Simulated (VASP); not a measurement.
# BeTl2 (Fm-3m) in VASP: further runs

One crystal, BeTl2, is run at these levels: PBE; tasks: single point.

All numbers are computed with VASP 6.6.1; they aren't measurements. Logs are shortened: lines on timing, memory, paths and dates and some standing lists are left out, and cuts for length are marked.

## 1. The structure

Symmetry: Fm-3m, No. 225, cubic system. The conventional cell has a = 6.194 Å, b = 6.194 Å, c = 6.194 Å, α = 90.00°, β = 90.00°, γ = 90.00°. Around Tl (site symmetry -43m) lie 4 Be at 2.68 Å. Be (site symmetry m-3m) is surrounded by 8 Tl at 2.68 Å.

The cell was built by a generator and needn't be a form met in nature.

## 2. Single point, PBE

File INCAR:

```
SYSTEM = BeTl2
PREC = Accurate
ENCUT = 520
EDIFF = 1E-6
ISMEAR = -1
SIGMA = 0.1
LREAL = .FALSE.
LASPH = .TRUE.
NELM = 100
ALGO = Normal
ISIF = 2
LWAVE = .FALSE.
LCHARG = .FALSE.
GGA = PE
NBANDS = 21
```

File KPOINTS:

```
Automatic mesh
0
G
  5 5 5
  0 0 0
```

File POSCAR:

```
BeTl2
1.0
    0.0000000000      3.0968070000      3.0968070000
    3.0968070000      0.0000000000      3.0968070000
    3.0968070000      3.0968070000      0.0000000000
Tl Be
2 1
Direct
    0.2500000000      0.2500000000      0.2500000000
    0.7500000000      0.7500000000      0.7500000000
    0.0000000000      0.0000000000      0.0000000000
```

Potentials or basis: VASP PAW PBE potentials, release 64 (Tl_d, Be).

Run with:

```console
> cat potpaw_PBE.64/Tl_d/POTCAR potpaw_PBE.64/Be/POTCAR > POTCAR
> mpirun -np 1 vasp_std > vasp.out
```

OUTCAR:

```text
SYSTEM = BeTl2
   PREC = Accurate
   ENCUT = 520
   EDIFF = 1E-6
   ISMEAR = -1
   LREAL = .FALSE.
   LASPH = .TRUE.
   NELM = 100
   ISIF = 2
   GGA = PE

 ion  position               nearest neighbor table
   1  0.250  0.250  0.250-   3 2.68   3 2.68   3 2.68   3 2.68   2 3.10   2 3.10   2 3.10   2 3.10
                             2 3.10   2 3.10
   2  0.750  0.750  0.750-   3 2.68   3 2.68   3 2.68   3 2.68   1 3.10   1 3.10   1 3.10   1 3.10
                             1 3.10   1 3.10
   3  0.000  0.000  0.000-   2 2.68   2 2.68   2 2.68   1 2.68   2 2.68   1 2.68   1 2.68   1 2.68

  LATTYP: Found a face centered cubic cell.
 ALAT       =     6.1936140000

  Lattice vectors:

 A1 = (   0.0000000000,   3.0968070000,   3.0968070000)
 A2 = (   3.0968070000,   0.0000000000,   3.0968070000)
 A3 = (   3.0968070000,   3.0968070000,   0.0000000000)

Analysis of symmetry for initial positions (statically):
=====================================================================
 Subroutine PRICEL returns:
 Original cell was already a primitive cell.

 Routine SETGRP: Setting up the symmetry group for a
 face centered cubic supercell.

 Subroutine GETGRP returns: Found 48 space group operations
 (whereof 48 operations were pure point group operations)
 out of a pool of 48 trial point group operations.

The static configuration has the point symmetry O_h .

Analysis of symmetry for dynamics (positions and initial velocities):
=====================================================================
 Subroutine PRICEL returns:
 Original cell was already a primitive cell.

 Routine SETGRP: Setting up the symmetry group for a
 face centered cubic supercell.

 Subroutine GETGRP returns: Found 48 space group operations
 (whereof 48 operations were pure point group operations)
 out of a pool of 48 trial point group operations.

The dynamic configuration has the point symmetry O_h .

 Subroutine INISYM returns: Found 48 space group operations
 (whereof 48 operations are pure point group operations),
 and found     1 'primitive' translations

----------------------------------------------------------------------------------------

                                     Primitive cell

  volume of cell :      59.3981

  direct lattice vectors                    reciprocal lattice vectors
     0.000000000  3.096807000  3.096807000    -0.161456623  0.161456623  0.161456623
     3.096807000  0.000000000  3.096807000     0.161456623 -0.161456623  0.161456623
     3.096807000  3.096807000  0.000000000     0.161456623  0.161456623 -0.161456623

  length of vectors
     4.379546459  4.379546459  4.379546459     0.279651074  0.279651074  0.279651074

  position of ions in fractional coordinates (direct lattice)
     0.250000000  0.250000000  0.250000000
     0.750000000  0.750000000  0.750000000
     0.000000000  0.000000000  0.000000000

  ion indices of the primitive-cell ions
   primitive index   ion index
                 1           1
                 2           2
                 3           3

----------------------------------------------------------------------------------------

 KPOINTS: Automatic mesh

Automatic generation of k-mesh.
 Grid dimensions read from file:
 generate k-points for:    5    5    5

 Generating k-lattice:

  Cartesian coordinates                     Fractional coordinates (reciprocal lattice)
    -0.032291325  0.032291325  0.032291325     0.200000000  0.000000000  0.000000000
     0.032291325 -0.032291325  0.032291325     0.000000000  0.200000000  0.000000000
     0.032291325  0.032291325 -0.032291325     0.000000000  0.000000000  0.200000000

  Length of vectors
     0.055930215  0.055930215  0.055930215

  Shift w.r.t. Gamma in fractional coordinates (k-lattice)
     0.000000000  0.000000000  0.000000000

 Subroutine IBZKPT returns following result:
 ===========================================

 Found     10 irreducible k-points:

 Following reciprocal coordinates:
            Coordinates               Weight
  0.000000  0.000000  0.000000      1.000000
  0.200000  0.000000  0.000000      8.000000
  0.400000  0.000000  0.000000      8.000000
  0.200000  0.200000  0.000000      6.000000
  0.400000  0.200000  0.000000     24.000000
 -0.400000  0.200000  0.000000     24.000000
 -0.200000  0.200000  0.000000     12.000000
  0.400000  0.400000  0.000000      6.000000
 -0.400000  0.400000  0.000000     12.000000
 -0.400000  0.400000  0.200000     24.000000
   k-points           NKPTS =     10   k-points in BZ     NKDIM =     10   number of bands    NBANDS=     21
   number of dos      NEDOS =    301   number of ions     NIONS =      3
   total plane-waves  NPLWV =  46656
   dimension x,y,z NGX =    36 NGY =   36 NGZ =   36
   dimension x,y,z NGXF=    72 NGYF=   72 NGZF=   72
   ions per type =               2   1
   NGX,Y,Z   is equivalent  to a cutoff of  13.67, 13.67, 13.67 a.u.
   NGXF,Y,Z  is equivalent  to a cutoff of  27.33, 27.33, 27.33 a.u.
 SYSTEM =  BeTl2
   PREC   = accura    normal or accurate (medium, high low for compatibility)
   ISTART =      0    job   : 0-new  1-cont  2-samecut
   ICHARG =      2    charge: 1-file 2-atom 10-const
   ISPIN  =      1    spin polarized calculation?
   LNONCOLLINEAR =      F non collinear calculations
   LSORBIT =      F    spin-orbit coupling
   LASPH  =      T    aspherical Exc in radial PAW
   ENCUT  =  520.0 eV  38.22 Ry    6.18 a.u.   8.14  8.14  8.14*2*pi/ulx,y,z
   NELM   =    100;   NELMIN=  2; NELMDL= -5     # of ELM steps
   EDIFF  = 0.1E-05   stopping-criterion for ELM
   LREAL  =      F    real-space projection
   EDIFFG = 0.1E-04   stopping-criterion for IOM
   NSW    =      0    number of steps for IOM
   IBRION =     -1    ionic relax: 0-MD 1-quasi-New 2-CG
   NFREE  =      0    steps in history (QN), initial steepest desc. (CG)
   ISIF   =      2    stress and relaxation
   ISYM   =      2    0-nonsym 1-usesym 2-fastsym
   POTIM  = 0.5000    time-step for ionic-motion
   TEBEG  =    0.0;   TEEND  =   0.0 temperature during run
   PSTRESS=    0.0 pullay stress
   NELECT =      28.0000    total number of electrons
   NUPDOWN=      -1.0000    fix difference up-down
   EMIN   =  10.00;   EMAX   =-10.00  energy-range for DOS
   EFERMI =   0.00;   METHOD = LEGACY
   ISMEAR =    -1;   SIGMA  =   0.10  broadening in eV -4-tet -1-fermi 0-gaus
   EFERMI_NEDOS =   21; number of points for ismear=-14 and -15
   IALGO  =     38    algorithm
   IMIX   =      4    mixing-type and parameters
     AMIX     =   0.40;   BMIX     =  1.00
     AMIX_MAG =   1.60;   BMIX_MAG =  1.00
  volume/ion in A,a.u.               =      19.80       133.61
  Fermi-wavevector in a.u.,A,eV,Ry     =   1.274100  2.407699 22.086742  1.623330
  Thomas-Fermi vector in A             =   2.406886
   LORBIT       =      0    0 simple, 1 ext, 2 COOP (PROOUT), +10 PAW based schemes
   GGA     = PE    functional components
   LHFCALC =     F    Hartree Fock is set to
   AEXX    =    0.0000 exact exchange contribution
   IVDW    =     0    specifies the selected vdW correction
   LEPSILON=     F    determine dielectric tensor
   LRPA    =     F    only Hartree local field effects (RPA)
 non-spin polarized calculation
  energy-cutoff  :      520.00
  volume of cell :       59.40
 maximum number of plane-waves:      1639
 NGX is ok and might be reduce to    36
   NGX = 17   NGY = 17   NGZ = 17

 number of electron      28.0000003 magnetization

 Free energy of the ion-electron system (eV)
  ---------------------------------------------------
  ext. energy  EPLUGINS =         0.00000000
  ---------------------------------------------------
  free energy    TOTEN  =        -6.42312969 eV

  energy without entropy =       -6.39863021  energy(sigma->0) =       -6.41087995

 E-fermi :   7.8660     XC(G=0): -10.6797

 val. band max:        7.7056399043   @ k =   0.2000   0.2000   0.0000
 cond. band min:       8.1424728212   @ k =   0.4000   0.0000   0.0000
 fundamental gap:      0.4368329168
 Fermi energy:         7.8660267610

 k-point     1 :       0.0000    0.0000    0.0000
  band No.  band energies     occupation
      1      -4.7864      2.00000
      2      -4.7864      2.00000
      3      -4.5307      2.00000
      4      -4.5307      2.00000
      5      -4.5307      2.00000
      6      -3.5601      2.00000
[... 13 lines left out ...]
     20      14.9478      0.00000
     21      14.9478      0.00000

 k-point     2 :       0.2000    0.0000    0.0000
  band No.  band energies     occupation
      1      -4.6590      2.00000
      2      -4.6590      2.00000
      3      -4.4625      2.00000
      4      -4.4240      2.00000
      5      -4.4240      2.00000
      6      -3.6646      2.00000
[... 13 lines left out ...]
     20      14.5668      0.00000
     21      14.5668      0.00000

 k-point     3 :       0.4000    0.0000    0.0000
  band No.  band energies     occupation
      1      -4.3063      2.00000
      2      -4.3063      2.00000
      3      -4.2702      2.00000
      4      -4.1635      2.00000
      5      -4.1635      2.00000
      6      -3.9155      2.00000
[... 13 lines left out ...]
     20      16.0150      0.00000
     21      16.0150      0.00000

 k-point     4 :       0.2000    0.2000    0.0000
  band No.  band energies     occupation
      1      -4.7513      2.00000
      2      -4.5907      2.00000
      3      -4.5503      2.00000
      4      -4.3284      2.00000
      5      -4.3284      2.00000
      6      -3.7045      2.00000
[... 13 lines left out ...]
     20      13.4136      0.00000
     21      16.3978      0.00000

 k-point     5 :       0.4000    0.2000    0.0000
  band No.  band energies     occupation
      1      -4.6012      2.00000
      2      -4.5183      2.00000
      3      -4.2904      2.00000
      4      -4.1192      2.00000
      5      -4.0984      2.00000
      6      -4.0061      2.00000
[... 13 lines left out ...]
     20      15.3322      0.00000
     21      17.2380      0.00000

 k-point     6 :      -0.4000    0.2000    0.0000
  band No.  band energies     occupation
      1      -4.4168      2.00000
      2      -4.3101      2.00000
      3      -4.2466      2.00000
      4      -4.1331      2.00000
      5      -4.1192      2.00000
      6      -3.9353      2.00000
[... 13 lines left out ...]
     20      15.3381      0.00000
     21      15.4315      0.00000

 k-point     7 :      -0.2000    0.2000    0.0000
  band No.  band energies     occupation
      1      -4.6344      2.00000
      2      -4.4133      2.00000
      3      -4.3682      2.00000
      4      -4.2977      2.00000
      5      -4.1562      2.00000
      6      -3.9024      2.00000
[... 13 lines left out ...]
     20      14.5623      0.00000
     21      15.6564      0.00000

 k-point     8 :       0.4000    0.4000    0.0000
  band No.  band energies     occupation
      1      -4.6938      2.00000
      2      -4.6574      2.00000
      3      -4.3003      2.00000
      4      -4.2876      2.00000
      5      -3.9740      2.00000
      6      -3.9740      2.00000
[... 13 lines left out ...]
     20      17.8707      0.00000
     21      18.0012      0.00000

 k-point     9 :      -0.4000    0.4000    0.0000
  band No.  band energies     occupation
      1      -4.5639      2.00000
      2      -4.5611      2.00000
      3      -4.4353      2.00000
      4      -4.1202      2.00000
      5      -4.0474      2.00000
      6      -4.0264      2.00000
[... 13 lines left out ...]
     20      15.6679      0.00000
     21      17.8995      0.00000

 k-point    10 :      -0.4000    0.4000    0.2000
  band No.  band energies     occupation
      1      -4.5510      2.00000
      2      -4.4573      2.00000
      3      -4.3560      2.00000
      4      -4.1816      2.00000
      5      -4.0069      2.00000
      6      -3.9458      2.00000
[... 13 lines left out ...]
     20      16.3209      0.00000
     21      17.7993      0.00000

------------------------ aborting loop because EDIFF is reached ----------------------------------------

  FORCE on cell =-STRESS in cart. coord.  units (eV):
  Direction    XX          YY          ZZ          XY          YZ          ZX
  --------------------------------------------------------------------------------------
  -------------------------------------------------------------------------------------
  Total        3.7830362      3.7830362      3.7830362      0.0000000      0.0000000     -0.0000000
  in kB      102.0419290    102.0419290    102.0419290      0.0000000      0.0000000     -0.0000000
  external PRESSURE =     102.0419290 kB  Pullay stress =       0.0000000 kB

 VOLUME and BASIS-vectors are now :
 -----------------------------------------------------------------------------
  energy-cutoff  :      520.00
  volume of cell :       59.40
      direct lattice vectors                 reciprocal lattice vectors
     0.000000000  3.096807000  3.096807000    -0.161456623  0.161456623  0.161456623
     3.096807000  0.000000000  3.096807000     0.161456623 -0.161456623  0.161456623
     3.096807000  3.096807000  0.000000000     0.161456623  0.161456623 -0.161456623

 POSITION                                       TOTAL-FORCE (eV/Angst)
 -----------------------------------------------------------------------------------
      1.54840      1.54840      1.54840        -0.000000     -0.000000     -0.000000
      4.64521      4.64521      4.64521         0.000000      0.000000      0.000000
      0.00000      0.00000      0.00000        -0.000000      0.000000     -0.000000
 -----------------------------------------------------------------------------------
    total drift:                                0.000000      0.000000      0.000000

  FREE ENERGIE OF THE ION-ELECTRON SYSTEM (eV)
  ---------------------------------------------------
  free  energy   TOTEN  =        -6.4231296871 eV

  energy  without entropy=       -6.3986302105  energy(sigma->0) =       -6.41087995
```

Run time: 14 s. Hardware: 1 thread of Intel Xeon Platinum 8559C (Emerald Rapids), shared host; peak memory 0.2 GiB.

Results:

| Property | Result |
| --- | --- |
| Free energy | -6.4231 eV |
| Pressure | 10.2 GPa |
| Band gap on the k mesh | none (metal or under the smearing width) |

## 3. Single point, PBE

File INCAR:

```
ALGO     = Normal         # electronic algorithm
EDIFF    = 1E-6           # SCF threshold, eV
ENCUT    = 520            # plane-wave cutoff, eV
GGA      = PE             # functional
ISIF     = 2              # what is computed and relaxed
ISMEAR   = -1             # smearing method
LASPH    = T              # aspherical terms in the spheres
LCHARG   = T              # write CHGCAR
LELF     = T              # ELF
LREAL    = F              # projectors in reciprocal space
LVHAR    = T            
LWAVE    = F              # write WAVECAR
NBANDS   = 21             # bands
NELM     = 100            # most SCF steps
PREC     = Accurate       # precision mode
SIGMA    = 0.1            # smearing width, eV
```

File KPOINTS:

```
Automatic mesh
0
Gamma
  5 5 5
  0.5 0.5 0.5
```

POSCAR is that of step 2.

Potentials or basis: VASP PAW PBE potentials, release 64 (Tl_d, Be).

Run with:

```console
> cat potpaw_PBE.64/Tl_d/POTCAR potpaw_PBE.64/Be/POTCAR > POTCAR
> mpirun -np 1 vasp_std > vasp.out
```

OUTCAR:

```text
EDIFF = 1E-6
   ENCUT = 520
   GGA = PE
   ISIF = 2
   ISMEAR = -1
   LASPH = T
   LREAL = F
   NELM = 100
   PREC = Accurate

 ion  position               nearest neighbor table
   1  0.250  0.250  0.250-   3 2.68   3 2.68   3 2.68   3 2.68   2 3.10   2 3.10   2 3.10   2 3.10
                             2 3.10   2 3.10
   2  0.750  0.750  0.750-   3 2.68   3 2.68   3 2.68   3 2.68   1 3.10   1 3.10   1 3.10   1 3.10
                             1 3.10   1 3.10
   3  0.000  0.000  0.000-   2 2.68   2 2.68   2 2.68   1 2.68   2 2.68   1 2.68   1 2.68   1 2.68
[... 645 lines left out ...]

  FORCE on cell =-STRESS in cart. coord.  units (eV):
  Direction    XX          YY          ZZ          XY          YZ          ZX
  --------------------------------------------------------------------------------------
  -------------------------------------------------------------------------------------
  Total        3.7495939      3.7495939      3.7495939     -0.0000000     -0.0000000     -0.0000000
  in kB      101.1398722    101.1398722    101.1398722     -0.0000000     -0.0000000     -0.0000000
  external PRESSURE =     101.1398722 kB  Pullay stress =       0.0000000 kB

 VOLUME and BASIS-vectors are now :
 -----------------------------------------------------------------------------
  energy-cutoff  :      520.00
  volume of cell :       59.40
      direct lattice vectors                 reciprocal lattice vectors
     0.000000000  3.096807000  3.096807000    -0.161456623  0.161456623  0.161456623
     3.096807000  0.000000000  3.096807000     0.161456623 -0.161456623  0.161456623
     3.096807000  3.096807000  0.000000000     0.161456623  0.161456623 -0.161456623

 POSITION                                       TOTAL-FORCE (eV/Angst)
 -----------------------------------------------------------------------------------
      1.54840      1.54840      1.54840         0.000000      0.000000      0.000000
      4.64521      4.64521      4.64521        -0.000000     -0.000000     -0.000000
      0.00000      0.00000      0.00000         0.000000      0.000000     -0.000000
 -----------------------------------------------------------------------------------
    total drift:                                0.000000      0.000000      0.000000

  FREE ENERGIE OF THE ION-ELECTRON SYSTEM (eV)
  ---------------------------------------------------
  free  energy   TOTEN  =        -6.4159313081 eV

  energy  without entropy=       -6.3681933586  energy(sigma->0) =       -6.39206233
```

stdout:

```text
POSCAR found type information on POSCAR TlBe
 POSCAR found :  2 types and       3 ions
 scaLAPACK will be used
 LDA part: xc-table for (Slater+PW92), standard interpolation
 POSCAR, INCAR and KPOINTS ok, starting setup
 FFT: planning ... GRIDC
 FFT: planning ... GRID_SOFT
 FFT: planning ... GRID
 WAVECAR not read
 entering main loop
```

Run time: 23 s. Hardware: 1 thread of Intel Xeon Platinum 8559C (Emerald Rapids), shared host; peak memory 0.2 GiB.

What came out:

- Free energy: -6.4159 eV
- Pressure: 10.1 GPa
- Band gap on the k mesh: none (metal or under the smearing width)

Levels at points of the mesh, in eV from the Fermi level:
```tsv
k point	band 12	band 13	band 14	band 15	band 16	band 17
(0.50, 0.50, 0.50)	-8.00	0.36	0.36	0.78	2.71	2.71
```
